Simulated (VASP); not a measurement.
NaMgCu2O3, 7 atoms in the cell. The typed cell holds 7 atoms: a = 5.335 Å, b = 2.998 Å, c = 5.760 Å, α = 90.00°, β = 114.26°, γ = 90.00°. The cell comes from a database or a generator and needn't be the stable form of this composition. The cell isn't the ideal one: atoms moved at random, drawn with an rms of 0.05 Å.

- Program: VASP 6.6.1
- Task: single point
- Functional: PBE
- Potentials or basis: VASP PAW PBE potentials, release 64 (Cu, Mg, Na_pv, O)
- Cutoff: 520 eV
- k mesh: 6 × 9 × 5
- Occupations: fermi-dirac, width 0.05 eV
- Spin: no spin polarisation
- Further INCAR settings: ALGO = Normal; EDIFF = 1e-07; NBANDS = 34

Potentials or basis: VASP PAW PBE potentials, release 64 (Cu, Mg, Na_pv, O).

The run is started by

```sh
$ cat potpaw_PBE.64/Cu/POTCAR potpaw_PBE.64/Mg/POTCAR potpaw_PBE.64/Na_pv/POTCAR potpaw_PBE.64/O/POTCAR > POTCAR
$ mpirun -np 1 vasp_std > vasp.out
```

Hardware: 1 thread of Intel(R) Xeon(R) 6975P-C (Granite Rapids), with other jobs on the host.

How long does it take, and how much memory?

Wall time 3.9 min on 1 thread of Intel(R) Xeon(R) 6975P-C (Granite Rapids), on a shared host, peak memory 0.47 GiB. Counts: scf iterations 18, k points 136.
